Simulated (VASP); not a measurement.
SnTe: stress against strain

SnTe (rock salt, Fm-3m, 32.281 Å³/atom and stress up to 0.13 GPa in the relaxed cell, cube axes along x, y and z) under an equal strain ε along x and y, with z held. r2SCAN in VASP (plane waves, PAW), 480 eV, 8×8×8 Γ-centred mesh, Gaussian smearing 0.05 eV; ions are relaxed, or left where forces stay under 0.02 eV/Å, within the symmetry of each cell. Stress is positive for a compressed cell.

Here s stands for strain and y for stress xx.

| strain (%) | stress xx (GPa) |
|---|---|
| -3.00 | ? |
| -1.50 | 2.22 |
| -1.00 | 1.50 |
| -0.50 | 0.80 |
| 0.00 | 0.13 |
| 0.50 | -0.50 |
| 1.00 | -1.10 |
| 1.50 | -1.65 |

**Question.** Using a straight line, estimate the missing y at s = -3.00 from the other rows, showing the fit.

**Answer.** Means: s 0, y 0.200. About the means, the sum of products is -9.0550 and the sum of squares of s is 7.0000; the slope is their ratio. Least squares gives y = 0.200 - 1.2936·s. Residuals (row less fit): 0.080, 0.006, -0.047, -0.070, -0.053, -0.006, 0.090; standard error 0.070 (degrees of freedom: 5). The slope gives the elastic constants C11 + C12 = 129 ± 3 GPa (± standard error of the fit, which holds the terms cut off). At the withheld row, y = 0.200 - 1.2936 × (-3.0) = 4.081 GPa. The calculation gives 4.67 GPa, 0.589 GPa above the prediction (9.3 % of the range of y in the table). The row lies outside the fitted rows, so this is an extrapolation. From the scatter of the fitted rows alone, a prediction at this place has a standard error of 0.109 GPa, so the miss is 5.4 times that.

A polynomial of degree 2 through the 12 other runs of the series gives 4.60 there, so most of the miss is curvature that the fit leaves out. This level leaves no gap over 0.05 eV at strain -1.50 %. Spin-orbit coupling is left out, which can shift these values for the heavy elements here. SnTe stands in this structure, which distorts at low temperature. Rows are the converged runs of the series near zero and its far end; series whose fitted rows scatter by over a few per cent of the range, as at a crossing or softening among them, aren't shown in this form, nor equations of state whose B0' disagrees with the runs' pressures. Most that stay on the fit to the last digits aren't either.
